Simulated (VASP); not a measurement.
# Tl3Te2 (Pm-3m) in VASP: further runs

One crystal, Tl3Te2, is run at these levels: PBE; tasks: single point, relaxation of cell and atoms.

All numbers are computed with VASP 6.6.1; they aren't measurements. Logs are shortened: lines on timing, memory, paths and dates and some standing lists are left out, and cuts for length are marked.

**1. The cell of the first run**

It takes space group Pm-3m (No. 221, cubic). Conventional cell: a = 6.063 Å, b = 6.063 Å, c = 6.063 Å, α = 90.00°, β = 90.00°, γ = 90.00°. Around Tl (site symmetry 4/mmm) lie 2 Te at 3.03 Å. Te (site symmetry m-3m) is surrounded by 12 Tl at 4.29 Å. Te (site symmetry m-3m) has 6 Tl at 3.03 Å as nearest neighbours.

The cell was built by a generator and needn't be a form met in nature.

**2. Single point, PBE (random cell by space group and Wyckoff sites (Pm-3m, No. 221))**

The input, INCAR:

```
SYSTEM = Tl3Te2
ALGO = Fast
EDIFF = 1E-7
ENCUT = 520
GGA = PE
ISIF = 2
ISMEAR = 0
LASPH = .True.
LCHARG = .True.
LELF = .True.
LREAL = .False.
LVHAR = .True.
LWAVE = .False.
NBANDS = 34
NELM = 100
PREC = Accurate
SIGMA = 0.1
```

The input, KPOINTS:

```
k-points
0
Gamma
  6 6 6
  0 0 0
```

The input, POSCAR:

```
Tl3Te2
1.0
    6.0627173692      0.0000000000      0.0000000000
    0.0000000000      6.0627173692      0.0000000000
    0.0000000000      0.0000000000      6.0627173692
Tl Te
3 2
Direct
    0.5000000000      0.0000000000      0.0000000000
    0.0000000000      0.5000000000      0.0000000000
    0.0000000000      0.0000000000      0.5000000000
    0.5000000000      0.5000000000      0.5000000000
    0.0000000000      0.0000000000      0.0000000000
```

Potentials or basis: VASP PAW PBE potentials, release 64 (Tl_d, Te).

Started as:

```sh
> cat potpaw_PBE.64/Tl_d/POTCAR potpaw_PBE.64/Te/POTCAR > POTCAR
> mpirun -np 1 vasp_std > vasp.out
```

OUTCAR:

```text
SYSTEM = Tl3Te2
   EDIFF = 1E-7
   ENCUT = 520
   GGA = PE
   ISIF = 2
   ISMEAR = 0
   LASPH = .True.
   LREAL = .False.
   NELM = 100
   PREC = Accurate

 ion  position               nearest neighbor table
   1  0.500  0.000  0.000-   5 3.03   5 3.03
   2  0.000  0.500  0.000-   5 3.03   5 3.03
   3  0.000  0.000  0.500-   5 3.03   5 3.03
   4  0.500  0.500  0.500-
   5  0.000  0.000  0.000-   1 3.03   2 3.03   3 3.03   3 3.03   2 3.03   1 3.03

  LATTYP: Found a simple cubic cell.
 ALAT       =     6.0627173692

  Lattice vectors:

 A1 = (   6.0627173692,   0.0000000000,   0.0000000000)
 A2 = (   0.0000000000,   6.0627173692,   0.0000000000)
 A3 = (   0.0000000000,   0.0000000000,   6.0627173692)

Analysis of symmetry for initial positions (statically):
=====================================================================
 Subroutine PRICEL returns:
 Original cell was already a primitive cell.

 Routine SETGRP: Setting up the symmetry group for a
 simple cubic supercell.

 Subroutine GETGRP returns: Found 48 space group operations
 (whereof 48 operations were pure point group operations)
 out of a pool of 48 trial point group operations.

The static configuration has the point symmetry O_h .

Analysis of symmetry for dynamics (positions and initial velocities):
=====================================================================
 Subroutine PRICEL returns:
 Original cell was already a primitive cell.

 Routine SETGRP: Setting up the symmetry group for a
 simple cubic supercell.

 Subroutine GETGRP returns: Found 48 space group operations
 (whereof 48 operations were pure point group operations)
 out of a pool of 48 trial point group operations.

The dynamic configuration has the point symmetry O_h .

 Subroutine INISYM returns: Found 48 space group operations
 (whereof 48 operations are pure point group operations),
 and found     1 'primitive' translations

----------------------------------------------------------------------------------------

                                     Primitive cell

  volume of cell :     222.8445

  direct lattice vectors                    reciprocal lattice vectors
     6.062717369  0.000000000  0.000000000     0.164942540  0.000000000  0.000000000
[... 87 lines left out ...]
   EDIFF  = 0.1E-06   stopping-criterion for ELM
   LREAL  =      F    real-space projection
   EDIFFG = 0.1E-05   stopping-criterion for IOM
   NSW    =      0    number of steps for IOM
   IBRION =     -1    ionic relax: 0-MD 1-quasi-New 2-CG
   NFREE  =      0    steps in history (QN), initial steepest desc. (CG)
   ISIF   =      2    stress and relaxation
   ISYM   =      2    0-nonsym 1-usesym 2-fastsym
   POTIM  = 0.5000    time-step for ionic-motion
   TEBEG  =    0.0;   TEEND  =   0.0 temperature during run
   PSTRESS=    0.0 pullay stress
   NELECT =      51.0000    total number of electrons
   NUPDOWN=      -1.0000    fix difference up-down
   EMIN   =  10.00;   EMAX   =-10.00  energy-range for DOS
   EFERMI =   0.00;   METHOD = LEGACY
   ISMEAR =     0;   SIGMA  =   0.10  broadening in eV -4-tet -1-fermi 0-gaus
   EFERMI_NEDOS =   21; number of points for ismear=-14 and -15
   IALGO  =     68    algorithm
   IMIX   =      4    mixing-type and parameters
     AMIX     =   0.40;   BMIX     =  1.00
     AMIX_MAG =   1.60;   BMIX_MAG =  1.00
  volume/ion in A,a.u.               =      44.57       300.77
  Fermi-wavevector in a.u.,A,eV,Ry     =   1.001377  1.892328 13.643319  1.002756
  Thomas-Fermi vector in A             =   2.133795
   LORBIT       =      0    0 simple, 1 ext, 2 COOP (PROOUT), +10 PAW based schemes
   GGA     = PE    functional components
   LHFCALC =     F    Hartree Fock is set to
   AEXX    =    0.0000 exact exchange contribution
   IVDW    =     0    specifies the selected vdW correction
   LEPSILON=     F    determine dielectric tensor
   LRPA    =     F    only Hartree local field effects (RPA)
 non-spin polarized calculation
 RMM-DIIS sequential band-by-band and
 Gauss-broadening in eV      SIGMA  =   0.10
  energy-cutoff  :      520.00
  volume of cell :      222.84
 maximum number of plane-waves:      6031
 NGX is ok and might be reduce to    48
   NGX = 23   NGY = 23   NGZ = 23

 number of electron      51.0000013 magnetization

 Free energy of the ion-electron system (eV)
  ---------------------------------------------------
  ext. energy  EPLUGINS =         0.00000000
  ---------------------------------------------------
  free energy    TOTEN  =       -12.31160632 eV

  energy without entropy =      -12.30650318  energy(sigma->0) =      -12.30905475

 E-fermi :   2.7290     XC(G=0):  -7.9048

 val. band max:        2.6528069418   @ k =   0.5000   0.0000   0.0000
 cond. band min:       2.8032531236   @ k =   0.5000   0.0000   0.0000
 fundamental gap:      0.1504461818
 Fermi energy:         2.7290314752

 k-point     1 :       0.0000    0.0000    0.0000
  band No.  band energies     occupation
      1     -10.0502      2.00000
      2      -8.6899      2.00000
      3      -8.6899      2.00000
      4      -8.6899      2.00000
      5      -8.6615      2.00000
      6      -8.6615      2.00000
[... 729 lines left out ...]
     33       7.5124      0.00000
     34       7.5124      0.00000

------------------------ aborting loop because EDIFF is reached ----------------------------------------

  FORCE on cell =-STRESS in cart. coord.  units (eV):
  Direction    XX          YY          ZZ          XY          YZ          ZX
  --------------------------------------------------------------------------------------
  -------------------------------------------------------------------------------------
  Total       -0.0346941     -0.0346941     -0.0346941     -0.0000000      0.0000000     -0.0000000
  in kB       -0.2494390     -0.2494390     -0.2494390     -0.0000000      0.0000000     -0.0000000
  external PRESSURE =      -0.2494390 kB  Pullay stress =       0.0000000 kB

 VOLUME and BASIS-vectors are now :
 -----------------------------------------------------------------------------
  energy-cutoff  :      520.00
  volume of cell :      222.84
      direct lattice vectors                 reciprocal lattice vectors
     6.062717369  0.000000000  0.000000000     0.164942540  0.000000000  0.000000000
     0.000000000  6.062717369  0.000000000     0.000000000  0.164942540  0.000000000
     0.000000000  0.000000000  6.062717369     0.000000000  0.000000000  0.164942540

 POSITION                                       TOTAL-FORCE (eV/Angst)
 -----------------------------------------------------------------------------------
      3.03136      0.00000      0.00000         0.000000      0.000000      0.000000
      0.00000      3.03136      0.00000         0.000000      0.000000      0.000000
      0.00000      0.00000      3.03136         0.000000      0.000000      0.000000
      3.03136      3.03136      3.03136         0.000000      0.000000      0.000000
      0.00000      0.00000      0.00000         0.000000      0.000000      0.000000
 -----------------------------------------------------------------------------------
    total drift:                                0.000000      0.000000      0.000000

  FREE ENERGIE OF THE ION-ELECTRON SYSTEM (eV)
  ---------------------------------------------------
  free  energy   TOTEN  =       -12.3116063150 eV

  energy  without entropy=      -12.3065031770  energy(sigma->0) =      -12.30905475
```

OSZICAR:

```text
N       E                     dE             d eps       ncg     rms          rms(c)
DAV:   1     0.260459698690E+03    0.26046E+03   -0.22868E+04  1360   0.125E+03
DAV:   2    -0.228116552057E+01   -0.26274E+03   -0.25538E+03  1598   0.262E+02
DAV:   3    -0.129650944965E+02   -0.10684E+02   -0.10610E+02  1516   0.431E+01
DAV:   4    -0.131302334756E+02   -0.16514E+00   -0.16502E+00  1670   0.574E+00
DAV:   5    -0.131327584148E+02   -0.25249E-02   -0.25249E-02  1534   0.687E-01    0.851E+00
RMM:   6    -0.123263794234E+02    0.80638E+00   -0.92257E-01  1366   0.260E+00    0.497E+00
RMM:   7    -0.123128506383E+02    0.13529E-01   -0.18956E-01  1398   0.121E+00    0.228E+00
RMM:   8    -0.123256330140E+02   -0.12782E-01   -0.57845E-02  1411   0.864E-01    0.445E-01
RMM:   9    -0.123120067639E+02    0.13626E-01   -0.98331E-03  1429   0.307E-01    0.201E-01
RMM:  10    -0.123118467518E+02    0.16001E-03   -0.11049E-03  1467   0.113E-01    0.130E-01
RMM:  11    -0.123115951444E+02    0.25161E-03   -0.87801E-04  1484   0.835E-02    0.435E-02
RMM:  12    -0.123116049000E+02   -0.97556E-05   -0.16122E-04  1491   0.446E-02    0.195E-02
RMM:  13    -0.123116067231E+02   -0.18230E-05   -0.34432E-05  1494   0.226E-02    0.111E-02
RMM:  14    -0.123116081363E+02   -0.14132E-05   -0.10383E-05  1413   0.109E-02    0.119E-02
RMM:  15    -0.123116069234E+02    0.12129E-05   -0.15933E-06  1273   0.592E-03    0.591E-03
RMM:  16    -0.123116064346E+02    0.48884E-06   -0.11251E-06  1152   0.335E-03    0.420E-03
RMM:  17    -0.123116063283E+02    0.10631E-06   -0.13560E-07   995   0.153E-03    0.249E-03
RMM:  18    -0.123116063150E+02    0.13247E-07   -0.24436E-08   553   0.749E-04
   1 F= -.12311606E+02 E0= -.12309055E+02  d E =-.510314E-02
```

It took 1.8 min on 1 thread of AMD EPYC 9R45 (Zen 5), shared host; peak memory 0.37 GiB.

What came out:

| Item | Value |
| --- | --- |
| Free energy | -12.3116 eV |
| Pressure | 0.0 GPa |
| Band gap on the k mesh | none (metal or under the smearing width) |

**3. Relaxation of cell and atoms, PBE (random cell by space group and Wyckoff sites (Pm-3m, No. 221))**

The input, INCAR:

```
  PREC = Accurate
  ENCUT = 600
  EDIFF = 1E-6
  ISMEAR = 0
  SIGMA = 0.1
  LREAL = F
  LASPH = T
  NELM = 100
  ALGO = Fast
  ISIF = 3
  LWAVE = F
  LCHARG = F
  GGA = PE
  IBRION = 2
  NSW = 100
  EDIFFG = -0.01
```

The input, KPOINTS:

```
Automatic mesh
0
Gamma
  6 6 6
```

Edit POSCAR of step 2 so:

```diff
@@ -2,5 +2,5 @@
 1.0
-    6.0627173692      0.0000000000      0.0000000000
-    0.0000000000      6.0627173692      0.0000000000
-    0.0000000000      0.0000000000      6.0627173692
+    6.0273764593      0.0000000000      0.0000000000
+    0.0000000000      6.0273764593      0.0000000000
+    0.0000000000      0.0000000000      6.0273764593
 Tl Te
```

Potentials or basis: VASP PAW PBE potentials, release 64 (Tl_d, Te).

Started as:

```sh
> cat potpaw_PBE.64/Tl_d/POTCAR potpaw_PBE.64/Te/POTCAR > POTCAR
> mpirun -np 1 vasp_std > vasp.out
```

It took 3.2 min on 1 thread of AMD EPYC 9R45 (Zen 5), shared host; peak memory 0.39 GiB.

Results (log left out):

| Quantity | Value |
| --- | --- |
| Free energy | -12.3113 eV |
| Relaxed volume | 44.59 Å³/atom |
| Relaxed cell | a = 6.064 Å, b = 6.064 Å, c = 6.064 Å, α = 90.00°, β = 90.00°, γ = 90.00° |
| Space group after relaxing (to 0.05 Å) | Pm-3m (No. 221) |
| Energy gained by relaxing | 0.7 meV/atom |
| Ionic steps | 3 |
| Pressure after relaxing | 0.0 GPa |
| Band gap on the k mesh | none (metal or under the smearing width) |

Step by step:
```
step  energy change (eV)  largest force (eV/Å)  pressure (GPa)  volume (Å³)
   1              0.0000                0.0000            0.29       218.97
   2             -0.0030                0.0000            0.10       221.50
   3             -0.0034                0.0000           -0.02       222.96
```

Final structure:
```cif
data_structure
_symmetry_space_group_name_H-M 'P 1'
_symmetry_Int_Tables_number 1
_cell_length_a 6.0638
_cell_length_b 6.0638
_cell_length_c 6.0638
_cell_angle_alpha 90.000
_cell_angle_beta 90.000
_cell_angle_gamma 90.000
_cell_volume 222.96
loop_
_atom_site_label
_atom_site_type_symbol
_atom_site_fract_x
_atom_site_fract_y
_atom_site_fract_z
_atom_site_occupancy
Tl1 Tl 0.50000 0.00000 0.00000 1
Tl2 Tl 0.00000 0.50000 0.00000 1
Tl3 Tl 0.00000 0.00000 0.50000 1
Te1 Te 0.50000 0.50000 0.50000 1
Te2 Te 0.00000 0.00000 0.00000 1
```

Levels at points of the mesh, in eV from the Fermi level:
```tsv
k point	band 21	band 22	band 23	band 24	band 25	band 26	band 27	band 28	band 29	band 30
(0.00, 0.00, 0.00)	-3.74	-3.74	-3.74	-0.49	-0.49	-0.49	2.90	2.90	2.90	3.56
(0.50, 0.00, 0.00)	-3.57	-3.57	-0.54	-0.54	-0.08	0.07	1.99	2.18	2.47	2.47
(0.50, 0.50, 0.00)	-3.42	-0.63	-0.63	-0.26	0.17	0.22	0.22	1.67	1.67	2.75
(0.50, 0.50, 0.50)	-1.44	-1.44	-1.44	0.34	0.34	0.34	2.07	2.07	2.07	2.81
```

Spin-orbit coupling is left out, which matters for the levels of Te, Tl.

**4. Single point, PBE (random cell by space group and Wyckoff sites (Pm-3m, No. 221))**

The input, INCAR:

```
PREC     = Accurate       # precision mode
ENCUT    = 520            # plane-wave cutoff, eV
EDIFF    = 1E-6           # SCF threshold, eV
ISMEAR   = 0              # smearing method
SIGMA    = 0.1            # smearing width, eV
LREAL    = F              # projectors in reciprocal space
LASPH    = T              # aspherical terms in the spheres
NELM     = 100            # most SCF steps
ALGO     = Fast           # electronic algorithm
ISIF     = 2              # what is computed and relaxed
LWAVE    = F              # write WAVECAR
LCHARG   = T              # write CHGCAR
GGA      = PE             # functional
LELF     = T              # ELF
LVHAR    = T            
NBANDS   = 34             # bands
```

The input, KPOINTS:

```
Automatic mesh
0
Gamma
  4 4 4
```

POSCAR is that of step 3.

Started as:

```sh
> cat potpaw_PBE.64/Tl_d/POTCAR potpaw_PBE.64/Te/POTCAR > POTCAR
> mpirun -np 1 vasp_std > vasp.out
```

It took 48 s on 1 thread of AMD EPYC 9R45 (Zen 5), shared host; peak memory 0.31 GiB.

The run converged. Its results:

| Item | Value |
| --- | --- |
| Free energy | -12.2747 eV |
| Pressure | 0.2 GPa |
| Band gap on the k mesh | none (metal or under the smearing width) |

Levels at points of the mesh, in eV from the Fermi level:
```tsv
k point	band 22	band 23	band 24	band 25	band 26	band 27	band 28	band 29
(0.00, 0.00, 0.00)	-4.01	-4.01	-0.65	-0.65	-0.65	2.77	2.77	2.77
(0.50, 0.00, 0.00)	-3.83	-0.71	-0.71	-0.21	-0.07	1.83	2.05	2.33
(0.50, 0.50, 0.00)	-0.79	-0.79	-0.41	-0.01	0.08	0.08	1.50	1.50
(0.50, 0.50, 0.50)	-1.64	-1.64	0.21	0.21	0.21	1.94	1.94	1.94
```

**5. Summary**

```csv
task,cell,k mesh,cutoff (eV),gap on the mesh (eV),pressure (GPa)
single point,"random cell by space group and Wyckoff sites (Pm-3m, No. 221)",6 × 6 × 6,520,none,0.0
relaxation of cell and atoms,"relaxed from: random cell by space group and Wyckoff sites (Pm-3m, No. 221)",6 × 6 × 6,600,none,0.0
single point,"random cell by space group and Wyckoff sites (Pm-3m, No. 221)",4 × 4 × 4,520,none,0.2
```

Alike in all rows: level PBE; potentials or basis VASP PAW PBE potentials, release 64 (Tl_d, Te); no spin polarisation; smearing gaussian 0.1 eV.

Total energies depend on the potentials used, so only differences within one code and one set of settings carry meaning.
